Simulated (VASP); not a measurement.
Computed with G0W0 on PBE orbitals, VASP's PBE PAW potentials (set 64) (plane waves; VASP 6.6.1).

VASP input:

### POSCAR
```
SiC
1.0
  0.0000000000   2.1800000000   2.1800000000
  2.1800000000   0.0000000000   2.1800000000
  2.1800000000   2.1800000000   0.0000000000
Si C
1 1
Direct
  0.0000000000   0.0000000000   0.0000000000
  0.2500000000   0.2500000000   0.2500000000
```

INCAR:
```
SYSTEM = SiC
PREC = Normal; ENCUT = 500; LREAL = .FALSE.
LASPH = .TRUE.; NBANDS = 64
ALGO = EVGW0
ISMEAR = 0; SIGMA = 0.01
GGA = PE
LWAVE = .FALSE.; LCHARG = .FALSE.
NELMGW = 1; NOMEGA = 64; ENCUTGW = 150
NBANDSGW = 12; LSPECTRALGW = .TRUE.
```

KPOINTS:
```
Regular mesh
0
gamma
 4 4 4
```

POTCAR, in this order: Si_GW C_GW_new (PBE.64 set). Program: vasp_std. Read from the step before: WAVECAR, WAVEDER.

The resulting files:

OSZICAR:
```
energies w=
    0.000    0.000    0.590    0.000    1.178    0.000    1.763    0.000
    2.345    0.000    2.922    0.000    3.493    0.000    4.057    0.000
    4.614    0.000    5.163    0.000    5.705    0.000    6.240    0.000
    6.767    0.000    7.287    0.000    7.800    0.000    8.307    0.000
    8.810    0.000    9.307    0.000    9.801    0.000   10.293    0.000
   10.782    0.000   11.271    0.000   11.760    0.000   12.251    0.000
   12.744    0.000   13.242    0.000   13.744    0.000   14.254    0.000
   14.772    0.000   15.300    0.000   15.841    0.000   16.395    0.000
   16.966    0.000   17.555    0.000   18.167    0.000   18.802    0.000
   19.466    0.000   20.162    0.000   20.894    0.000   21.668    0.000
   22.489    0.000   23.366    0.000   24.305    0.000   25.317    0.000
   26.413    0.000   27.608    0.000   28.917    0.000   30.362    0.000
   31.969    0.000   33.768    0.000   35.802    0.000   38.122    0.000
   40.796    0.000   43.916    0.000   47.607    0.000   52.041    0.000
   57.470    0.000   64.268    0.000   73.026    0.000   84.718    0.000
  101.095    0.000  125.634    0.000  166.369    0.000  247.002    0.000
NQ=   1    0.0000    0.0000    0.0000,
 performed         43000 updates of chi_q(r,r)
NQ=   2    0.2500    0.0000    0.0000,
 performed        129000 updates of chi_q(r,r)
NQ=   3    0.5000    0.0000    0.0000,
 performed        202000 updates of chi_q(r,r)
NQ=   4    0.2500    0.2500    0.0000,
 performed        288000 updates of chi_q(r,r)
NQ=   5    0.5000    0.2500    0.0000,
 performed        407000 updates of chi_q(r,r)
NQ=   6   -0.2500    0.2500    0.0000,
 performed        514000 updates of chi_q(r,r)
NQ=   7    0.5000    0.5000    0.0000,
 performed        578000 updates of chi_q(r,r)
NQ=   8   -0.2500    0.5000    0.2500,
 performed        660000 updates of chi_q(r,r)
 resolving degeneracies of screened two electron integrals
```

**OUTCAR**
```


 k-point   1 :       0.0000    0.0000    0.0000
  band No.  KS-energies  QP-energies   sigma(KS)   V_xc(KS)     V^pw_x(r,r')   Z            occupation Imag(sigma)

      1      -6.8098      -7.8136     -14.1095     -12.7167     -21.6537       0.7207       2.0000       1.3792
      2       8.6145       8.1126     -15.4423     -14.8050     -17.6226       0.7875       2.0000       0.0599
      3       8.6145       8.1126     -15.4423     -14.8050     -17.6226       0.7875       2.0000       0.0599
      4       8.6145       8.1126     -15.4423     -14.8050     -17.6226       0.7875       2.0000       0.0599
      5      14.8234      15.3889     -12.4319     -13.1604      -7.2190       0.7762       0.0000      -0.0974
      6      15.8530      16.4498     -10.7768     -11.5301      -5.6673       0.7923       0.0000      -0.0948
      7      15.8530      16.4498     -10.7768     -11.5301      -5.6673       0.7923       0.0000      -0.0948
      8      15.8530      16.4498     -10.7768     -11.5301      -5.6673       0.7923       0.0000      -0.0948
      9      23.0457      23.7215     -10.5458     -11.4157      -4.4879       0.7768       0.0000      -0.2437
     10      23.0457      23.7215     -10.5458     -11.4157      -4.4879       0.7768       0.0000      -0.2437
     11      25.0121      25.2815      -9.4186      -9.7608      -2.8688       0.7875       0.0000      -0.4298
     12      25.8213      26.1595      -9.8034     -10.2365      -2.9338       0.7810       0.0000      -0.6102

 k-point   2 :       0.2500    0.0000    0.0000
  band No.  KS-energies  QP-energies   sigma(KS)   V_xc(KS)     V^pw_x(r,r')   Z            occupation Imag(sigma)

      1      -5.6134      -6.5702     -14.2026     -12.9036     -21.4430       0.7365       2.0000       1.1984
      2       4.3044       3.5445     -14.3611     -13.3606     -17.6357       0.7595       2.0000       0.1214
      3       8.0039       7.4531     -15.2322     -14.5295     -17.5308       0.7840       2.0000       0.0633
      4       8.0039       7.4531     -15.2322     -14.5295     -17.5308       0.7840       2.0000       0.0633
      5      14.5537      15.0967     -11.4194     -12.1047      -6.4477       0.7922       0.0000      -0.0866
      6      16.4580      17.0628     -10.7607     -11.5289      -5.4752       0.7873       0.0000      -0.1073
      7      16.4580      17.0628     -10.7607     -11.5289      -5.4752       0.7873       0.0000      -0.1073
      8      17.9430      18.6341     -12.2656     -13.1701      -6.4126       0.7641       0.0000      -0.1701
      9      21.6674      22.2223     -10.3094     -11.0221      -4.3378       0.7786       0.0000      -0.2461
     10      21.6674      22.2223     -10.3094     -11.0221      -4.3378       0.7786       0.0000      -0.2461
     11      23.6969      23.9094      -9.5676      -9.8371      -3.0785       0.7884       0.0000      -0.4400
     12      29.5897      30.0619     -10.3873     -11.0081      -3.0181       0.7606       0.0000      -0.8047

 k-point   3 :       0.5000    0.0000    0.0000
  band No.  KS-energies  QP-energies   sigma(KS)   V_xc(KS)     V^pw_x(r,r')   Z            occupation Imag(sigma)

      1      -3.2362      -4.1018     -14.9577     -13.7709     -21.6578       0.7294       2.0000       0.8578
      2       0.0492      -0.8422     -13.2480     -12.0372     -17.8661       0.7361       2.0000       0.3453
      3       7.5558       6.9645     -15.1771     -14.4213     -17.6191       0.7823       2.0000       0.0672
      4       7.5558       6.9645     -15.1771     -14.4213     -17.6191       0.7823       2.0000       0.0672
      5      13.9977      14.5385     -11.5157     -12.1963      -6.6762       0.7946       0.0000      -0.0793
      6      15.7775      16.3207     -10.3884     -11.0706      -5.2825       0.7961       0.0000      -0.0952
      7      15.7775      16.3207     -10.3884     -11.0706      -5.2825       0.7961       0.0000      -0.0952
      8      18.6411      19.1392     -11.1135     -11.7738      -4.8988       0.7544       0.0000      -0.2167
      9      24.7755      25.2345     -10.8780     -11.4787      -3.9505       0.7641       0.0000      -0.4442
     10      25.7659      26.3115     -10.8473     -11.5625      -3.5235       0.7629       0.0000      -0.6015
     11      25.7659      26.3115     -10.8473     -11.5625      -3.5235       0.7629       0.0000      -0.6015
     12      28.8804      29.5985     -11.2598     -12.1940      -4.2919       0.7687       0.0000      -0.7219

 k-point   4 :       0.2500    0.2500    0.0000
  band No.  KS-energies  QP-energies   sigma(KS)   V_xc(KS)     V^pw_x(r,r')   Z            occupation Imag(sigma)

      1      -5.2110      -6.1579     -14.2637     -12.9622     -21.3631       0.7275       2.0000       1.1112
      2       5.2585       4.5609     -15.0509     -14.1382     -18.1374       0.7643       2.0000       0.0999
      3       6.6691       6.0074     -14.7135     -13.8633     -17.3103       0.7782       2.0000       0.0748
      4       6.6691       6.0074     -14.7135     -13.8633     -17.3103       0.7782       2.0000       0.0748
      5      12.6095      12.9865     -10.3239     -10.7930      -5.7055       0.8034       0.0000      -0.0736
      6      14.9068      15.4252     -10.6343     -11.2819      -5.7374       0.8004       0.0000      -0.0841
      7      19.1430      19.8671     -11.5698     -12.5166      -5.5844       0.7648       0.0000      -0.1815
      8      19.1430      19.8671     -11.5698     -12.5166      -5.5844       0.7648       0.0000      -0.1815
      9      20.0932      20.7604     -12.0769     -12.9441      -5.9561       0.7693       0.0000      -0.2191
     10      24.8498      25.5132     -10.5476     -11.3979      -4.0898       0.7802       0.0000      -0.3974
     11      28.9955      29.4021     -10.1963     -10.7134      -2.9422       0.7862       0.0000      -0.8924
     12      28.9955      29.4021     -10.1963     -10.7134      -2.9422       0.7862       0.0000      -0.8924

 k-point   5 :       0.5000    0.2500    0.0000
  band No.  KS-energies  QP-energies   sigma(KS)   V_xc(KS)     V^pw_x(r,r')   Z            occupation Imag(sigma)

      1      -2.8532      -3.7275     -14.8909     -13.6908     -21.3932       0.7286       2.0000       0.7847
      2       1.5278       0.6747     -13.8909     -12.7486     -18.0949       0.7468       2.0000       0.2532
      3       4.6388       3.8888     -14.0821     -13.1031     -17.0937       0.7661       2.0000       0.1054
      4       6.2932       5.6042     -14.6828     -13.7957     -17.3964       0.7766       2.0000       0.0791
      5      12.2907      12.6575     -10.4069     -10.8627      -5.8961       0.8046       0.0000      -0.0701
      6      16.5453      17.1749     -11.4852     -12.2843      -6.3267       0.7878       0.0000      -0.1036
      7      19.0508      19.7162     -11.1243     -11.9830      -5.1830       0.7750       0.0000      -0.1880
      8      19.0656      19.7493     -11.6691     -12.5589      -5.6584       0.7684       0.0000      -0.1839
      9      22.5380      23.2036     -11.8038     -12.6895      -4.8010       0.7514       0.0000      -0.3850
     10      26.0683      26.6331     -10.7905     -11.5430      -3.5821       0.7505       0.0000      -0.5787
     11      28.7684      29.1945     -10.4414     -10.9974      -3.1747       0.7663       0.0000      -0.7792
     12      30.4262      31.1813     -11.4105     -12.3985      -4.1742       0.7643       0.0000      -0.8558

 k-point   6 :      -0.2500    0.2500    0.0000
  band No.  KS-energies  QP-energies   sigma(KS)   V_xc(KS)     V^pw_x(r,r')   Z            occupation Imag(sigma)

      1      -3.7817      -4.6942     -14.5655     -13.3354     -21.2920       0.7418       2.0000       0.9177
      2       2.6531       1.8428     -14.2887     -13.2084     -18.1926       0.7501       2.0000       0.1956
      3       4.2536       3.4789     -13.8572     -12.8416     -16.9605       0.7628       2.0000       0.1148
      4       7.4238       6.8281     -15.0462     -14.2842     -17.4617       0.7818       2.0000       0.0673
      5      14.0885      14.5546     -10.5830     -11.1677      -5.7211       0.7972       0.0000      -0.0833
      6      17.3421      17.9453     -11.7739     -12.5512      -6.1744       0.7760       0.0000      -0.1406
      7      17.5903      18.2115     -10.8462     -11.6422      -5.1595       0.7805       0.0000      -0.1494
      8      18.4470      19.2526     -12.2985     -13.3402      -6.6146       0.7733       0.0000      -0.1443
      9      20.8342      21.3971     -10.3160     -11.0276      -4.5511       0.7911       0.0000      -0.2122
     10      24.0137      24.5263     -10.7737     -11.4511      -3.6225       0.7567       0.0000      -0.4729
     11      28.3223      28.7863     -10.5290     -11.1370      -3.3457       0.7633       0.0000      -0.7246
     12      29.5637      30.0796     -10.9523     -11.6250      -3.3215       0.7669       0.0000      -0.9087

 k-point   7 :       0.5000    0.5000    0.0000
  band No.  KS-energies  QP-energies   sigma(KS)   V_xc(KS)     V^pw_x(r,r')   Z            occupation Imag(sigma)

      1      -1.7782      -2.6239     -15.4221     -14.2595     -21.7332       0.7275       2.0000       0.6634
      2       0.7876      -0.0750     -13.6721     -12.5096     -18.0940       0.7420       2.0000       0.3003
      3       5.4116       4.6628     -14.4948     -13.5208     -17.4716       0.7689       2.0000       0.0921
      4       5.4116       4.6628     -14.4948     -13.5208     -17.4716       0.7689       2.0000       0.0921
      5       9.9213      10.1638     -10.1826     -10.4814      -6.0841       0.8113       0.0000      -0.0597
      6      12.8788      13.2915     -10.2791     -10.7868      -5.7851       0.8129       0.0000      -0.0673
      7      22.5984      23.3052     -11.9080     -12.8674      -4.6312       0.7368       0.0000      -0.4051
      8      22.5984      23.3052     -11.9080     -12.8674      -4.6312       0.7368       0.0000      -0.4051
      9      23.3921      24.2179     -12.9829     -14.1067      -5.7352       0.7349       0.0000      -0.3915
...
```
(Selected blocks of OUTCAR.)

The mesh is coarse and the basis finite, so the quasiparticle values are not converged.

The compound is SiC in the zinc blende structure. The cell was not relaxed at this level. The k-mesh is coarse (spacing up to 0.62 per Å, 2π included), so the numbers may not be converged in it.
